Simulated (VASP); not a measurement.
Consider the following.

```
NiSb
1.0
    1.95748    -3.39045     0.00000
    1.95748     3.39045     0.00000
    0.00000     0.00000     5.07547
Ni Sb
2 2
Cartesian
  0.00000   0.00000   2.53774
  0.00000   0.00000   0.00000
  1.95748   1.13015   1.26887
  1.95748  -1.13015   3.80660
```

Level of theory: PBEsol GGA, VASP's PBE PAW potentials (set 64) (plane waves; VASP). Numerical set-up: 480 eV cut-off, 8×8×6 Γ-centred mesh, first-order Methfessel-Paxton smearing of 0.10 eV, potentials Ni Sb.

Each row applies one change to this cell, which was relaxed at other settings and keeps the small stress of the first row; at a fixed cut-off the stress holds a Pulay part, so it need not integrate to ΔE exactly. Stress is in GPa, positive when the cell is compressed.

```
change                                                          ΔE (meV/atom)    σxx    σyy    σzz  largest shear component, with its sign (GPa)  largest force (eV/Å)
--------------------------------------------------------------  -------------  -----  -----  -----  --------------------------------------------  --------------------
none                                                                      0.0   0.06   0.06   0.13                                          0.00                 0.000
atom 3 (Sb) moved by 0.025 Å along z                                      0.6   0.08   0.08   0.14                                          0.00                 0.185
atom 1 (Ni) moved by 0.075 Å along z                                      6.9   0.24   0.24   0.50                                          0.00                 0.731
isotropic strain of +3.0 %                                               47.9  -9.19  -9.19  -8.97                                          0.00                 0.000
atom 3 (Sb) moved by -0.075 Å along x                                       …      …      …      …                                             …                     …
biaxial strain of -0.5 % in the yz plane with the ions relaxed            0.9   1.02   1.43   1.62                                          0.00                 0.004
uniaxial strain of -0.5 % along z                                         0.4   0.47   0.47   1.24                                          0.00                 0.000
atom 3 (Sb) moved by -0.075 Å along y                                       …      …      …      …                                             …                     …
```

Problem. Fill in the missing entries.

Solution. 
- atom 3 (Sb) moved by -0.075 Å along x, ΔE (meV/atom): 5.4
- atom 3 (Sb) moved by -0.075 Å along x, σxx: 0.36
- atom 3 (Sb) moved by -0.075 Å along x, σyy: 0.15
- atom 3 (Sb) moved by -0.075 Å along x, σzz: 0.38
- atom 3 (Sb) moved by -0.075 Å along x, largest shear component, with its sign (GPa): 1.19
- atom 3 (Sb) moved by -0.075 Å along x, largest force (eV/Å): 0.575
- atom 3 (Sb) moved by -0.075 Å along y, ΔE (meV/atom): 5.1
- atom 3 (Sb) moved by -0.075 Å along y, σxx: 1.38
- atom 3 (Sb) moved by -0.075 Å along y, σyy: -0.80
- atom 3 (Sb) moved by -0.075 Å along y, σzz: 0.40
- atom 3 (Sb) moved by -0.075 Å along y, largest shear component, with its sign (GPa): 0.00
- atom 3 (Sb) moved by -0.075 Å along y, largest force (eV/Å): 0.530

Failed runs are left out, and for metals the shear rows, which the mesh's noise covers.

The compound is NiSb in the NiAs type structure. The run is not spin-polarised, so no magnetic state was tried.
